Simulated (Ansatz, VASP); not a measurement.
**Cross-check of TiO2 (Rutile) between VASP and Ansatz**

Aim: how closely do two programs agree when they are given the same cell, functional and k mesh? The cell is taken from a series of runs on this material, whose earlier steps may have relaxed, scaled, displaced or heated it; both programs get it as it stands.

Program: Ansatz 0.2.0. Level of theory: plane waves, with VASP 6.6.1 beside it; zone-centre phonons at LDA. Results are calculated unless marked as measured.

## 1. The starting structure

The structure is tetragonal, space group P4_2/mnm (No. 136). The conventional cell has a = 4.500 Å, b = 4.500 Å, c = 2.886 Å, α = 90.00°, β = 90.00°, γ = 90.00°. Ti has 6 O at 1.91 to 1.93 Å nearest. Nearest to O lie 3 Ti at 1.91 to 1.93 Å. Farther neighbours and most contacts between anions are not listed.

As a file:

```xyz
6
Lattice="4.5000 0.0000 0.0000 0.0000 4.5000 0.0000 0.0000 0.0000 2.8859" Properties=species:S:1:pos:R:3 pbc="T T T"
Ti    0.0000    0.0000    0.0000
Ti    2.2500    2.2500    1.4429
O     1.3641    1.3641    0.0000
O     0.8860    3.6141    1.4429
O     3.1360    3.1360    0.0000
O     3.6141    0.8860    1.4429
```

## 2. VASP: zone-centre phonons, LDA

Second derivatives magnify differences that forces hide, and they need a tight electronic threshold.

Lines of VASP's logs that name or quote its potential files are left out, and so is its time.

Contents of INCAR:

```
SYSTEM = TiO2
PREC = Accurate
ENCUT = 600
EDIFF = 1E-08
NELM = 120
ISMEAR = 0
SIGMA = 0.01
LREAL = .FALSE.
ALGO = Normal
GGA = CA
NBANDS = 30
LASPH = .TRUE.
LORBIT = 11
LWAVE = .FALSE.
LCHARG = .FALSE.
ISIF = 2
IBRION = 8
LEPSILON = .TRUE.
GGA_COMPAT = .FALSE.
EFERMI = MIDGAP
KPAR = 2
```

Contents of POSCAR:

```
TiO2
1.0
    4.5000315363      0.0000000000      0.0000000000
    0.0000000000      4.5000315363      0.0000000000
    0.0000000000      0.0000000000      2.8858955258
Ti O
2 4
Direct
    0.0000000000      0.0000000000      0.0000000000
    0.5000000000      0.5000000000      0.5000000000
    0.3031212216      0.3031212216      0.0000000000
    0.1968787784      0.8031212216      0.5000000000
    0.6968787784      0.6968787784      0.0000000000
    0.8031212216      0.1968787784      0.5000000000
```

Contents of KPOINTS:

```
Automatic mesh
0
Gamma
4 4 6
0 0 0
```

The projector-augmented-wave data sets are Ti_sv and O (LDA family, release 64).

Command:

```console
$ mpirun -np 2 vasp_std
```

Numbers of over 12 decimals in the logs are rounded to 6 here.

Log:

```text
[banner, memory and clock lines left out]
running    2 mpi-ranks, on    1 nodes
 distrk:  each k-point on    1 cores,    2 groups
 distr:  one band on    1 cores,    1 groups

 POSCAR found type information on POSCAR TiO
 POSCAR found :  2 types and       6 ions
 LDA part: xc-table for (Slater(with rela. corr.)+CA(PZ))
 , standard interpolation
 POSCAR, INCAR and KPOINTS ok, starting setup
 FFT: planning ... GRIDC
 FFT: planning ... GRID_SOFT
 FFT: planning ... GRID
 WAVECAR not read
 entering main loop
       N       E                     dE             d eps       ncg     rms          rms(c)
DAV:   1     0.703659387557E+03    0.70366E+03   -0.26798E+04  1440   0.210E+03
DAV:   2     0.441750582365E+02   -0.65948E+03   -0.62711E+03  1516   0.591E+02
DAV:   3    -0.698018253990E+02   -0.11398E+03   -0.11081E+03  2202   0.215E+02
DAV:   4    -0.750107388271E+02   -0.52089E+01   -0.52019E+01  1978   0.464E+01
DAV:   5    -0.751996465394E+02   -0.18891E+00   -0.18887E+00  1936   0.752E+00    0.333E+01
DAV:   6    -0.592053580693E+02    0.15994E+02   -0.95329E+01  1766   0.989E+01    0.117E+01
DAV:   7    -0.589210644785E+02    0.28429E+00   -0.13394E+01  1760   0.314E+01    0.894E+00
DAV:   8    -0.589030519689E+02    0.18013E-01   -0.31956E+00  1702   0.187E+01    0.410E+00
DAV:   9    -0.587130080804E+02    0.19004E+00   -0.11374E+00  1678   0.108E+01    0.990E-01
DAV:  10    -0.587212191174E+02   -0.82110E-02   -0.91184E-02  1746   0.240E+00    0.444E-01
DAV:  11    -0.587179213544E+02    0.32978E-02   -0.13103E-02  1824   0.904E-01    0.789E-02
DAV:  12    -0.587180554602E+02   -0.13411E-03   -0.12729E-03  1570   0.390E-01    0.153E-01
DAV:  13    -0.587178845542E+02    0.17091E-03   -0.58469E-04  1746   0.251E-01    0.273E-02
DAV:  14    -0.587178825425E+02    0.20117E-05   -0.37320E-05  1818   0.528E-02    0.971E-03
DAV:  15    -0.587178832613E+02   -0.71877E-06   -0.39443E-06  1684   0.146E-02    0.221E-03
DAV:  16    -0.587178832347E+02    0.26600E-07   -0.37998E-07  1890   0.409E-03    0.156E-03
DAV:  17    -0.587178832382E+02   -0.35361E-08   -0.58541E-08  1408   0.198E-03
   1 F= -.58717883E+02 E0= -.58717883E+02  d E =0.000000E+00
 Linear response reoptimize wavefunctions to high precision
DAV:   1    -0.587178832374E+02    0.86584E-09   -0.87875E-09  1218   0.878E-04
DAV:   2    -0.587178832375E+02   -0.12733E-09   -0.16397E-09   750   0.329E-04
DAV:   3    -0.587178832375E+02   -0.27285E-11   -0.48116E-10   756   0.160E-04
 Linear response G [H, r] |phi>, progress :
  Direction:   1
       N       E                     dE             d eps       ncg     rms
RMM:   1    -0.219038955257E+03   -0.21904E+03   -0.37142E+03  1637   0.104E+03
RMM:   2    -0.181258595377E+03    0.37780E+02   -0.20294E+02  2581   0.919E+01
RMM:   3    -0.188150543041E+03   -0.68919E+01   -0.46197E+01  3301   0.296E+01
RMM:   4    -0.189213085320E+03   -0.10625E+01   -0.91888E+00  3610   0.122E+01
RMM:   5    -0.189456709969E+03   -0.24362E+00   -0.20014E+00  3660   0.564E+00
RMM:   6    -0.189536912708E+03   -0.80203E-01   -0.64168E-01  3657   0.282E+00
RMM:   7    -0.189557360652E+03   -0.20448E-01   -0.17521E-01  3665   0.145E+00
RMM:   8    -0.189564250132E+03   -0.68895E-02   -0.89784E-02  3733   0.827E-01
RMM:   9    -0.189566349889E+03   -0.20998E-02   -0.43583E-02  3747   0.465E-01
RMM:  10    -0.189567081859E+03   -0.73197E-03   -0.23852E-02  3724   0.289E-01
RMM:  11    -0.189567538075E+03   -0.45622E-03   -0.21327E-02  3636   0.183E-01
RMM:  12    -0.189567752980E+03   -0.21490E-03   -0.86202E-03  3515   0.123E-01
RMM:  13    -0.189567858252E+03   -0.10527E-03   -0.90691E-03  3445   0.831E-02
RMM:  14    -0.189567917567E+03   -0.59315E-04   -0.37927E-03  3310   0.594E-02
[...]
RMM:  23    -0.189567994566E+03   -0.17024E-05   -0.72250E-04  2626   0.616E-03
RMM:  24    -0.189567994540E+03    0.26452E-07   -0.35407E-04  2526   0.530E-03
RMM:  25    -0.189567995982E+03   -0.14423E-05   -0.49478E-04  2467   0.463E-03
RMM:  26    -0.189567996042E+03   -0.60288E-07   -0.34845E-04  2388   0.413E-03
RMM:  27    -0.189567996915E+03   -0.87290E-06   -0.35253E-04  2334   0.374E-03
RMM:  28    -0.189567996649E+03    0.26651E-06   -0.20201E-04  2238   0.344E-03
RMM:  29    -0.189567997140E+03   -0.49124E-06   -0.25352E-04  2209   0.320E-03
RMM:  30    -0.189567997105E+03    0.35244E-07   -0.23803E-04  2200   0.302E-03
[...]
RMM:  12    -0.130929294107E+01   -0.36543E-05    0.72112E-06  2962   0.276E-03    0.148E-04
RMM:  13    -0.130929456982E+01   -0.16287E-05    0.41555E-06  3238   0.139E-03    0.919E-05
RMM:  14    -0.130929426865E+01    0.30117E-06    0.59244E-06  2789   0.733E-04    0.364E-05
RMM:  15    -0.130929502436E+01   -0.75571E-06    0.32417E-06  2595   0.409E-04    0.198E-05
RMM:  16    -0.130929544538E+01   -0.42102E-06    0.21587E-06  2420   0.256E-04    0.515E-06
 change of polarisation eV/A/(eV/A) component  3 :    -0.304    -0.076     2.542
 dielectric tensor                  component  3 :    -0.940    -0.235     8.872
 Linear response DOF=           4
 Linear response progress:
  Degree of freedom:   1/  4
       N       E                     dE             d eps       ncg     rms          rms(c)
RMM:   1    -0.815537411329E+00   -0.81554E+00    0.87030E+00  2437   0.966E+01
[...]
RMM:  29    -0.775642569828E+00   -0.15284E-07   -0.86619E-08  5918   0.134E-04    0.129E-05
RMM:  30    -0.775642554013E+00    0.15816E-07    0.80574E-09  5480   0.118E-04    0.143E-05
 first order change of Fermi-energy   0.17779E-03
 force on displaced ion       1 direction 1 : -19.607   4.300   0.000
 Born effective charge ion    1 direction 1 :   6.421   1.001   0.000
 Linear response progress:
  Degree of freedom:   2/  4
       N       E                     dE             d eps       ncg     rms          rms(c)
RMM:   1    -0.707716834560E+00   -0.70772E+00    0.99345E+00  1846   0.950E+01
RMM:   2    -0.674561899962E+00    0.33155E-01   -0.15438E-01  2775   0.281E+00    0.303E-01
RMM:   3    -0.672873148086E+00    0.16888E-02   -0.33393E-02  3192   0.793E-01    0.152E-01
RMM:   4    -0.672894172578E+00   -0.21024E-04   -0.13116E-02  3411   0.387E-01    0.292E-02
RMM:   5    -0.673682312483E+00   -0.78814E-03   -0.16350E-03  3751   0.148E-01    0.157E-02
RMM:   6    -0.674232610912E+00   -0.55030E-03   -0.29815E-04  3536   0.587E-02    0.582E-03
RMM:   7    -0.674480089394E+00   -0.24748E-03   -0.12180E-04  3524   0.322E-02    0.167E-03
RMM:   8    -0.674504188574E+00   -0.24099E-04   -0.70733E-05  3699   0.190E-02    0.753E-04
RMM:   9    -0.674501704523E+00    0.24841E-05   -0.30190E-05  3832   0.114E-02    0.558E-04
RMM:  10    -0.674505784605E+00   -0.40801E-05   -0.19047E-05  3713   0.772E-03    0.175E-04
RMM:  11    -0.674504441151E+00    0.13435E-05   -0.16809E-05  3880   0.552E-03    0.206E-04
RMM:  12    -0.674505126983E+00   -0.68583E-06   -0.10953E-05  3529   0.428E-03    0.494E-05
RMM:  13    -0.674504533237E+00    0.59375E-06   -0.11354E-05  3830   0.330E-03    0.135E-04
RMM:  14    -0.674504641004E+00   -0.10777E-06   -0.60536E-06  3595   0.267E-03    0.127E-04
RMM:  15    -0.674505146302E+00   -0.50530E-06   -0.65520E-06  3984   0.217E-03    0.203E-04
RMM:  16    -0.674505139446E+00    0.68559E-08   -0.31029E-06  3714   0.181E-03    0.237E-04
RMM:  17    -0.674505056951E+00    0.82494E-07   -0.22732E-06  3716   0.153E-03    0.258E-04
RMM:  18    -0.674504706104E+00    0.35085E-06   -0.23835E-06  3529   0.131E-03    0.264E-04
RMM:  19    -0.674504626282E+00    0.79822E-07   -0.18075E-06  3525   0.115E-03    0.248E-04
 first order change of Fermi-energy   0.45030E-03
 force on displaced ion       1 direction 3 :  -0.000   0.000  -3.888
 Born effective charge ion    1 direction 3 :   0.000   0.000   7.644
 Linear response progress:
  Degree of freedom:   3/  4
       N       E                     dE             d eps       ncg     rms          rms(c)
RMM:   1    -0.386241790535E+00   -0.38624E+00    0.10181E-01  5401   0.333E+00
RMM:   2    -0.367509967594E+00    0.18732E-01   -0.22717E-02  4365   0.914E-01    0.276E-01
RMM:   3    -0.369372741372E+00   -0.18628E-02   -0.51809E-03  4526   0.405E-01    0.183E-01
RMM:   4    -0.370405040018E+00   -0.10323E-02   -0.16957E-03  4963   0.214E-01    0.807E-02
RMM:   5    -0.371160105772E+00   -0.75507E-03   -0.39565E-04  5217   0.121E-01    0.294E-02
RMM:   6    -0.371273894025E+00   -0.11379E-03   -0.17930E-04  5858   0.614E-02    0.171E-02
RMM:   7    -0.371274124088E+00   -0.23006E-06   -0.22735E-05  5555   0.336E-02    0.516E-03
RMM:   8    -0.371263605751E+00    0.10518E-04   -0.69714E-07  5770   0.176E-02    0.294E-03
RMM:   9    -0.371259134198E+00    0.44716E-05   -0.38694E-06  5774   0.958E-03    0.117E-03
RMM:  10    -0.371263152736E+00   -0.40185E-05    0.13643E-06  5795   0.543E-03    0.410E-04
RMM:  11    -0.371263914605E+00   -0.76187E-06    0.48619E-06  5924   0.298E-03    0.424E-04
RMM:  12    -0.371264171303E+00   -0.25670E-06    0.24638E-06  5758   0.184E-03    0.119E-04
RMM:  13    -0.371264414336E+00   -0.24303E-06    0.99381E-07  6032   0.101E-03    0.125E-04
RMM:  14    -0.371264490775E+00   -0.76439E-07    0.59748E-07  5683   0.591E-04    0.577E-05
RMM:  15    -0.371264475911E+00    0.14864E-07    0.72511E-08  5909   0.396E-04    0.458E-05
RMM:  16    -0.371264595283E+00   -0.11937E-06   -0.12177E-07  5675   0.260E-04    0.390E-05
RMM:  17    -0.371264591498E+00    0.37854E-08    0.81726E-08  5987   0.176E-04    0.258E-05
 first order change of Fermi-energy  -0.17676E-01
 force on displaced ion       3 direction 1 : -13.616  -8.565   0.000
 Born effective charge ion    3 direction 1 :  -3.215  -1.834   0.000
 Linear response progress:
  Degree of freedom:   4/  4
       N       E                     dE             d eps       ncg     rms          rms(c)
RMM:   1    -0.369708999330E+00   -0.36971E+00    0.13692E-01  4310   0.339E+00
RMM:   2    -0.352945607086E+00    0.16763E-01   -0.25551E-02  3659   0.907E-01    0.215E-01
RMM:   3    -0.355488888219E+00   -0.25433E-02   -0.51316E-03  4148   0.344E-01    0.110E-01
RMM:   4    -0.357383742882E+00   -0.18949E-02   -0.16799E-03  4227   0.192E-01    0.327E-02
RMM:   5    -0.357782200791E+00   -0.39846E-03   -0.36427E-04  4661   0.749E-02    0.862E-03
RMM:   6    -0.357742739838E+00    0.39461E-04   -0.65688E-05  4571   0.311E-02    0.374E-03
RMM:   7    -0.357726713246E+00    0.16027E-04   -0.14778E-05  4704   0.146E-02    0.217E-03
RMM:   8    -0.357717173957E+00    0.95393E-05   -0.34621E-06  4617   0.732E-03    0.769E-04
RMM:   9    -0.357719502724E+00   -0.23288E-05   -0.72794E-06  4795   0.372E-03    0.434E-04
RMM:  10    -0.357718841975E+00    0.66075E-06   -0.46061E-06  4826   0.196E-03    0.173E-04
RMM:  11    -0.357717936060E+00    0.90591E-06   -0.49259E-06  4859   0.106E-03    0.511E-05
RMM:  12    -0.357717606809E+00    0.32925E-06   -0.28411E-06  4882   0.571E-04    0.550E-05
RMM:  13    -0.357717568724E+00    0.38085E-07   -0.12483E-06  4896   0.326E-04    0.293E-05
RMM:  14    -0.357717532126E+00    0.36598E-07   -0.10363E-06  4909   0.198E-04    0.994E-06
RMM:  15    -0.357717551151E+00   -0.19025E-07   -0.42162E-07  4817   0.124E-04    0.914E-06
RMM:  16    -0.357717532619E+00    0.18531E-07   -0.27015E-07  4944   0.845E-05    0.304E-06
RMM:  17    -0.357717507469E+00    0.25151E-07   -0.18203E-07  4950   0.615E-05    0.296E-06
RMM:  18    -0.357717519224E+00   -0.11755E-07   -0.13122E-07  4716   0.492E-05    0.254E-06
RMM:  19    -0.357717513517E+00    0.57074E-08   -0.33026E-08  4596   0.419E-05    0.128E-06
 first order change of Fermi-energy   0.42046E-04
 force on displaced ion       3 direction 3 :   0.020   0.020 -10.276
 Born effective charge ion    3 direction 3 :  -0.001  -0.001  -3.832
 Born effective charges drift removed
 Linear response finished
```

(Part 1 of 3 ends here.)

[Lines on the potential files, build, host, timing and source positions are cut from VASP's logs without a mark.]

[Logs are printed without paths, hosts, clocks, repeated set-up lines and the standing remarks that a program may print on its own settings, such as how far it seeks lower states.]

[Hosts, paths, dates, database ids (printed as entryN), source tags and the programs' standing remarks are cut or masked in the printed files.]
